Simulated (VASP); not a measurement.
# Ga2PN (R-3m) in VASP: relaxation of cell and atoms with PBE

Aim: the relaxation of cell and atoms of Ga2PN with PBE.

Program: VASP 6.6.1. These are calculated values, not measurements. Logs are shortened: lines on timing, memory, paths and dates and some standing lists are left out, and cuts for length are marked.

## (1) The crystal as given

The structure is trigonal, space group R-3m (No. 166). The conventional cell has a = 3.480 Å, b = 3.480 Å, c = 18.547 Å, α = 90.00°, β = 90.00°, γ = 120.00°. Ga (site symmetry 3m) has 3 P at 2.40 Å and 3 N at 2.68 Å as nearest neighbours. P (site symmetry -3m) is surrounded by 6 Ga at 2.40 Å. N (site symmetry -3m) is surrounded by 6 Ga at 2.68 Å.

The cell was built by a generator and needn't be a form met in nature.

## (2) Relaxation of cell and atoms, PBE

The input, INCAR:

```
PREC     = Normal         # precision mode
ENCUT    = 520            # plane-wave cutoff, eV
EDIFF    = 1E-4           # SCF threshold, eV
ISMEAR   = 0              # smearing method
SIGMA    = 0.15           # smearing width, eV
LREAL    = F              # projectors in reciprocal space
LASPH    = T              # aspherical terms in the spheres
NELM     = 60             # most SCF steps
ALGO     = Fast           # electronic algorithm
ISIF     = 3              # what is computed and relaxed
LWAVE    = F              # write WAVECAR
LCHARG   = F              # write CHGCAR
GGA      = PE             # functional
IBRION   = 2              # ionic algorithm
NSW      = 24             # ionic steps
EDIFFG   = -0.08          # ionic threshold
```

The input, KPOINTS:

```
Automatic mesh
0
Gamma
  5 5 5
```

The input, POSCAR:

```
Ga2PN
1.0
    1.7401166100      1.0046567900      6.1824138400
   -1.7401166100      1.0046567900      6.1824138400
    0.0000000000     -2.0093135800      6.1824138400
Ga P N
2 1 1
Direct
    0.2624000000      0.2624000000      0.2624000000
    0.7376000000      0.7376000000      0.7376000000
    0.0000000000      0.0000000000      0.0000000000
    0.5000000000      0.5000000000      0.5000000000
```

Potentials or basis: VASP PAW PBE potentials, release 64 (Ga_d, P, N).

Command:

```bash
> cat potpaw_PBE.64/Ga_d/POTCAR potpaw_PBE.64/P/POTCAR potpaw_PBE.64/N/POTCAR > POTCAR
> mpirun -np 1 vasp_std > vasp.out
```

OUTCAR:

```text
PREC = Normal
   ENCUT = 520
   EDIFF = 1E-4
   ISMEAR = 0
   LREAL = F
   LASPH = T
   NELM = 60
   ISIF = 3
   GGA = PE
   IBRION = 2
   NSW = 24
   EDIFFG = -0.08

 ion  position               nearest neighbor table
   1  0.262  0.262  0.262-   3 2.40   3 2.40   3 2.40
   2  0.738  0.738  0.738-   3 2.40   3 2.40   3 2.40
   3  0.000  0.000  0.000-   2 2.40   1 2.40   2 2.40   2 2.40   1 2.40   1 2.40
   4  0.500  0.500  0.500-

  LATTYP: Found a trigonal (rhomboedric) cell.
 ALAT       =     6.5007370329
 COS(alpha) =     0.8566949477

  Lattice vectors:

 A1 = (   1.7401166100,   1.0046567900,   6.1824138400)
 A2 = (  -1.7401166100,   1.0046567900,   6.1824138400)
 A3 = (   0.0000000000,  -2.0093135800,   6.1824138400)

Analysis of symmetry for initial positions (statically):
=====================================================================
 Subroutine PRICEL returns:
 Original cell was already a primitive cell.

 Routine SETGRP: Setting up the symmetry group for a
 trigonal (rhombohedral) supercell.

 Subroutine GETGRP returns: Found 12 space group operations
 (whereof 12 operations were pure point group operations)
 out of a pool of 12 trial point group operations.

The static configuration has the point symmetry D_3d.

Analysis of symmetry for dynamics (positions and initial velocities):
=====================================================================
 Subroutine PRICEL returns:
 Original cell was already a primitive cell.

 Routine SETGRP: Setting up the symmetry group for a
 trigonal (rhombohedral) supercell.

 Subroutine GETGRP returns: Found 12 space group operations
 (whereof 12 operations were pure point group operations)
 out of a pool of 12 trial point group operations.

The dynamic configuration has the point symmetry D_3d.

 Subroutine INISYM returns: Found 12 space group operations
 (whereof 12 operations are pure point group operations),
 and found     1 'primitive' translations

----------------------------------------------------------------------------------------

                                     Primitive cell

  volume of cell :      64.8493

  direct lattice vectors                    reciprocal lattice vectors
     1.740116610  1.004656790  6.182413840     0.287337065  0.165894133  0.053916373
    -1.740116610  1.004656790  6.182413840    -0.287337065  0.165894133  0.053916373
     0.000000000 -2.009313580  6.182413840     0.000000000 -0.331788265  0.053916373

  length of vectors
[... 85 lines left out ...]
   NFREE  =      1    steps in history (QN), initial steepest desc. (CG)
   ISIF   =      3    stress and relaxation
   ISYM   =      2    0-nonsym 1-usesym 2-fastsym
   POTIM  = 0.5000    time-step for ionic-motion
   TEBEG  =    0.0;   TEEND  =   0.0 temperature during run
   PSTRESS=    0.0 pullay stress
   NELECT =      36.0000    total number of electrons
   NUPDOWN=      -1.0000    fix difference up-down
   EMIN   =  10.00;   EMAX   =-10.00  energy-range for DOS
   EFERMI =   0.00;   METHOD = LEGACY
   ISMEAR =     0;   SIGMA  =   0.15  broadening in eV -4-tet -1-fermi 0-gaus
   EFERMI_NEDOS =   21; number of points for ismear=-14 and -15
   IALGO  =     68    algorithm
   IMIX   =      4    mixing-type and parameters
     AMIX     =   0.40;   BMIX     =  1.00
     AMIX_MAG =   1.60;   BMIX_MAG =  1.00
  volume/ion in A,a.u.               =      16.21       109.41
  Fermi-wavevector in a.u.,A,eV,Ry     =   1.345470  2.542569 24.630467  1.810288
  Thomas-Fermi vector in A             =   2.473380
   LORBIT       =      0    0 simple, 1 ext, 2 COOP (PROOUT), +10 PAW based schemes
   GGA     = PE    functional components
   LHFCALC =     F    Hartree Fock is set to
   AEXX    =    0.0000 exact exchange contribution
   IVDW    =     0    specifies the selected vdW correction
   LEPSILON=     F    determine dielectric tensor
   LRPA    =     F    only Hartree local field effects (RPA)
 conjugate gradient relaxation of ions
 non-spin polarized calculation
 RMM-DIIS sequential band-by-band and
 Gauss-broadening in eV      SIGMA  =   0.15
  energy-cutoff  :      520.00
  volume of cell :       64.85
 maximum number of plane-waves:      1781
   NGX = 25   NGY = 25   NGZ = 25

--------------------------------------- Ionic step        1  -------------------------------------------

 number of electron      35.9999998 magnetization

 Free energy of the ion-electron system (eV)
  ---------------------------------------------------
  ext. energy  EPLUGINS =         0.00000000
  ---------------------------------------------------
  free energy    TOTEN  =       -16.18543098 eV

  energy without entropy =      -16.14794269  energy(sigma->0) =      -16.16668684

------------------------ aborting loop because EDIFF is reached ----------------------------------------

  FORCE on cell =-STRESS in cart. coord.  units (eV):
  Direction    XX          YY          ZZ          XY          YZ          ZX
  --------------------------------------------------------------------------------------
  -------------------------------------------------------------------------------------
  Total        0.6358505      0.6358505     -4.4869842      0.0000000     -0.0000000      0.0000000
  in kB       15.7094210     15.7094209   -110.8561317      0.0000000     -0.0000000      0.0000000
  external PRESSURE =     -26.4790966 kB  Pullay stress =       0.0000000 kB
[... 95 lines left out ...]
  FREE ENERGIE OF THE ION-ELECTRON SYSTEM (eV)
  ---------------------------------------------------
  free  energy   TOTEN  =       -14.4761384009 eV

  energy  without entropy=      -14.4429456153  energy(sigma->0) =      -14.45954201

[... ionic steps 4 to 11 ...]

--------------------------------------- Ionic step       12  -------------------------------------------

 number of electron      35.9999994 magnetization

------------------------ aborting loop because EDIFF is reached ----------------------------------------
[... 71 lines left out ...]
--------------------------------------- Ionic step       14  -------------------------------------------

 number of electron      35.9999995 magnetization

 Free energy of the ion-electron system (eV)
  ---------------------------------------------------
  ext. energy  EPLUGINS =         0.00000000
  ---------------------------------------------------
  free energy    TOTEN  =       -18.83746371 eV

  energy without entropy =      -18.82654823  energy(sigma->0) =      -18.83200597

 E-fermi :   7.6759     XC(G=0): -11.7487

 val. band max:        7.6328601862   @ k =   0.4000   0.4000   0.0000
 cond. band min:       8.1252008183   @ k =   0.4000   0.0000   0.0000
 fundamental gap:      0.4923406322
 Fermi energy:         7.6759325757

 k-point     1 :       0.0000    0.0000    0.0000
  band No.  band energies     occupation
      1      -8.7632      2.00000
      2      -7.5793      2.00000
      3      -7.5793      2.00000
      4      -7.5521      2.00000
      5      -7.5078      2.00000
      6      -7.5063      2.00000
[... 495 lines left out ...]
  FREE ENERGIE OF THE ION-ELECTRON SYSTEM (eV)
  ---------------------------------------------------
  free  energy   TOTEN  =       -18.8374637089 eV

  energy  without entropy=      -18.8265482252  energy(sigma->0) =      -18.83200597

 reached required accuracy - stopping structural energy minimisation
```

Run time: 3.3 min. Hardware: 1 thread of AMD EPYC 9R45 (Zen 5), shared host; peak memory 0.21 GiB.

What came out:

```yaml
Free_energy: -18.8375 eV
Relaxed_volume: 13.40 Å³/atom
Relaxed_cell: a = 6.185 Å, b = 6.185 Å, c = 6.185 Å, α = 30.36°, β = 30.36°, γ = 30.36°
Space_group_after_relaxing_to_0.05_Å: R-3m (No. 166)
Energy_gained_by_relaxing: 663.0 meV/atom
Ionic_steps: 14
Pressure_after_relaxing: -0.8 GPa
Largest_force_after_relaxing: 0.049 eV/Å
Band_gap_on_the_k_mesh: none (metal or under the smearing width)
```

Forces on the atoms (eV/Å):
```
Ga   0.000  0.000  0.049
Ga   0.000  0.000 -0.049
P    0.000  0.000  0.000
N    0.000  0.000  0.000
```

Step by step:
| step | energy change (eV) | largest force (eV/Å) | pressure (GPa) | volume (Å³) |
| --- | --- | --- | --- | --- |
| 1 | 0.0000 | 3.2781 | -2.65 | 64.85 |
| 2 | -1.1797 | 2.8119 | -7.62 | 62.28 |
| 3 | 1.7093 | 2.2044 | 3.50 | 53.98 |
| 4 | -1.9979 | 0.9127 | -6.57 | 58.14 |
| 5 | -2.0083 | 0.4322 | -6.89 | 57.58 |
| 6 | -2.1426 | 1.3461 | 12.81 | 49.58 |
| 7 | -2.2546 | 0.3260 | 3.03 | 52.52 |
| 8 | -2.6032 | 0.4032 | 3.54 | 52.23 |
| 9 | -2.6223 | 0.4501 | 4.25 | 51.92 |
| 10 | -2.6279 | 0.3791 | 3.71 | 52.02 |
| 11 | -2.6338 | 0.2025 | -3.21 | 55.09 |
| 12 | -2.6520 | 0.0958 | -0.84 | 53.63 |
| 13 | -2.6518 | 0.1591 | 1.10 | 53.45 |
| 14 | -2.6520 | 0.0489 | -0.84 | 53.58 |

Final structure:
```
Ga P N
1.0
     1.61976    0.93517    5.89564
    -1.61976    0.93517    5.89564
     0.00000   -1.87033    5.89564
Ga P N
2 1 1
Direct
  0.23498 0.23498 0.23498
  0.76502 0.76502 0.76502
  0.00000 0.00000 0.00000
  0.50000 0.50000 0.50000
```

Levels at points of the mesh, in eV from the Fermi level:
```csv
k point,band 14,band 15,band 16,band 17,band 18,band 19,band 20,band 21,band 22
"(0.00, 0.00, 0.00)",-2.09,-2.09,-2.00,-1.26,1.53,1.53,4.99,5.44,5.44
```

Caveat: the k mesh is coarse (spacing up to 0.42 Å⁻¹), so the values aren't converged; the volume moved by over 15 % at a fixed basis, so the end points are rough; the relaxation stopped at a loose force limit of 0.08 eV/Å, so its end isn't a converged minimum.
